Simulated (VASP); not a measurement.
Here is a VASP 6.6.1 calculation.

File POSCAR:

```
Ag2IBr
1.0
    2.1019457977      1.2135589721      6.7720494999
   -2.1019457977      1.2135589721      6.7720494999
    0.0000000000     -2.4271179442      6.7720494999
Br I Ag
1 1 2
Direct
    1.0000000000      0.0000000000      0.0000000000
    0.5000000000      0.5000000000      0.5000000000
    0.2538003933      0.2538003933      0.2538003933
    0.7461996067      0.7461996067      0.7461996067
```

File INCAR.step1:

```
PREC = Accurate ; ENCUT = 520
ISMEAR = 0 ; SIGMA = 0.01
LREAL = F ; LASPH = T
NELM = 100 ; NBANDS = 26
GGA = PE ; ALGO = Normal
EDIFF = 1E-4 ; LWAVE = T
LCHARG = F
```

INCAR.step2

```
PREC = Accurate ; ENCUT = 520
EDIFF = 1E-6 ; ISMEAR = 0
SIGMA = 0.01 ; LREAL = F
LASPH = T ; NELM = 100
ALGO = Normal ; ISIF = 2
LWAVE = F ; LCHARG = F
METAGGA = R2SCAN ; LMIXTAU = T
NBANDS = 26 ; ISTART = 1
```

The input KPOINTS:

```
regular mesh
0
Gamma
  8 8 8
```

Potentials or basis: VASP PAW PBE potentials, release 64 (Br, I, Ag).

The run is started by

```console
$ cat potpaw_PBE.64/Br/POTCAR potpaw_PBE.64/I/POTCAR potpaw_PBE.64/Ag/POTCAR > POTCAR
$ cp INCAR.step1 INCAR
$ mpirun -np 1 vasp_std > vasp.out
$ cp INCAR.step2 INCAR
$ mpirun -np 1 vasp_std > vasp.out
```

Question: What does it give for the pressure?

Answer: 0.9 GPa.

Question: Estimate the band gap on the k mesh.

Answer: 1.24 eV, direct.

Forces in eV/Å, atoms in the order of the input:
```
Br   0.000  0.000  0.000
I    0.000  0.000  0.000
Ag   0.000  0.000 -0.008
Ag   0.000  0.000  0.008
```

Caveat: the PAW data sets were made with another functional, which shifts forces and pressure a little; spin-orbit coupling is left out, which moves the levels of the heavy elements. A k mesh can miss the band edges.
